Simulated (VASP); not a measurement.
An input for Ansatz (written as the equivalent of a VASP run, and not itself run):

Ansatz 0.2 input:
```yaml
crystal:
  lattice:
    - [3.4176776, 0.0000000, 0.0000000]
    - [0.0000000, 3.4176776, 0.0000000]
    - [0.0000000, 0.0000000, 3.4176776]
  atoms:
    - { symbol: Si, position: [0.0000000, 0.0000000, 0.0000000] }
    - { symbol: Ni, position: [0.0000000, 0.5000000, 0.5000000] }
    - { symbol: Ni, position: [0.5000000, 0.0000000, 0.5000000] }
    - { symbol: Ni, position: [0.5000000, 0.5000000, 0.0000000] }
kpoints:
  mp_grid: { grid: [9, 9, 9] }
hamiltonian:
  xc: pbesol
  pseudopotentials: { kind: paw }
scf:
  occupations: { method: methfessel_paxton, width: 0.1 }
  max_iter: 100
relax:
  max_steps: 40
  f_tol: 0.02
  cell: { p_target: 10 }
output: { forces: true, stress: true, eigenvalues: true }
```

### Question
Translate this input to VASP (INCAR, KPOINTS, POSCAR, choice of POTCAR).

### Answer
Several could match; the one computed here: 
File KPOINTS:
```
K-points
0
G
  9 9 9
0 0 0
```

### POSCAR
```
Ni3Si
1
    3.4176776312    -0.0000000000     0.0000000000
    0.0000000000     3.4176776312     0.0000000000
   -0.0000000000    -0.0000000000     3.4176776312
Si Ni
1 3
Direct
  0.0000000000   0.0000000000   0.0000000000
  0.0000000000   0.5000000000   0.5000000000
  0.5000000000   0.0000000000   0.5000000000
  0.5000000000   0.5000000000   0.0000000000
```

INCAR:
```
! general
SYSTEM  = Ni3Si
PREC    = Accurate
ENCUT   = 500
LREAL   = .False.
LASPH   = .True.

! electronic loop
EDIFF   = 1E-6
NELM    = 100
ALGO    = Normal
LMAXMIX = 4

! smearing
ISMEAR  = 1
SIGMA   = 0.1

! functional
GGA     = PS

! ions
IBRION  = 2
NSW     = 40
ISIF    = 3
EDIFFG  = -0.02
PSTRESS = 100

! output
LWAVE   = .False.
LCHARG  = .False.
```

POTCAR, in this order: Si Ni (PBE.64 set). Program: vasp_std.

The two are equivalent in intent, not identical: each code has its own PAW files, so the cut-off isn't converted (ENCUT is set for VASP's; basis.ecutwfc is left out, and Ansatz then takes the one that its files recommend); Ansatz stops its SCF on the density residual and VASP on the energy change (EDIFF).

The compound is Ni3Si in the L1_2 structure. It was relaxed first under an external pressure of 10 GPa.
